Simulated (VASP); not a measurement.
An input for Quantum ESPRESSO's pw.x (written as the equivalent of a VASP run, and not itself run):

```
&CONTROL
  calculation = 'scf'
  pseudo_dir = './pseudo'
  outdir = './out'
  tprnfor = .true.
  tstress = .true.
/
&SYSTEM
  ibrav = 0
  nat = 3
  ntyp = 2
  ecutwfc = 60
  occupations = 'smearing'
  smearing = 'gaussian'
  degauss = 0.003675
  input_dft = 'pz'
/
&ELECTRONS
  conv_thr = 7.3e-08
  electron_maxstep = 100
/
ATOMIC_SPECIES
  Hf 178.490 Hf.upf
  Hg 200.592 Hg.upf
CELL_PARAMETERS angstrom
    -1.6510540    1.6510540    5.7528220
     1.6510540   -1.6510540    5.7528220
     1.6510540    1.6510540   -5.7528220
ATOMIC_POSITIONS crystal
  Hf   0.6657300  0.6657300  0.0000000
  Hf   0.3342700  0.3342700  0.0000000
  Hg   0.0000000  0.0000000  0.0000000
K_POINTS automatic
  10 10 10 0 0 0
```

Question: Translate this input to VASP (INCAR, KPOINTS, POSCAR, choice of POTCAR).

Answer: This is not unique; one that fits is 
### INCAR
```
ALGO = Normal
EDIFF = 1E-6
ENCUT = 300
ISIF = 2
ISMEAR = 0
LASPH = .TRUE.
LCHARG = .FALSE.
LMAXMIX = 6
LREAL = .FALSE.
LWAVE = .FALSE.
NELM = 100
PREC = Accurate
SIGMA = 0.05
SYSTEM = Hf2Hg
```

KPOINTS:
```
kpoints
0
G
  10 10 10
0 0 0
```

**POSCAR**
```
Hf2Hg
6.2086170
 -0.2659294332   0.2659294332   0.9265867101
  0.2659294332  -0.2659294332   0.9265867101
  0.2659294332   0.2659294332  -0.9265867101
Hf Hg
2 1
Direct
  0.6657300000   0.6657300000   0.0000000000
  0.3342700000   0.3342700000   0.0000000000
  0.0000000000   0.0000000000   0.0000000000
```

POTCAR, in this order: Hf_pv Hg (LDA.64 set). Program: vasp_std.

What does not carry over: the potentials are each code's own (VASP's PAW set, PseudoDojo norm-conserving files in pw.x), so ENCUT and ecutwfc are chosen apart and not converted; conv_thr bounds pw.x's estimated SCF error, while EDIFF bounds the energy change between steps.

The structure comes from a computed database's Hf2Hg entry; how it stands against other phases isn't given here. The cell was not relaxed at this level.
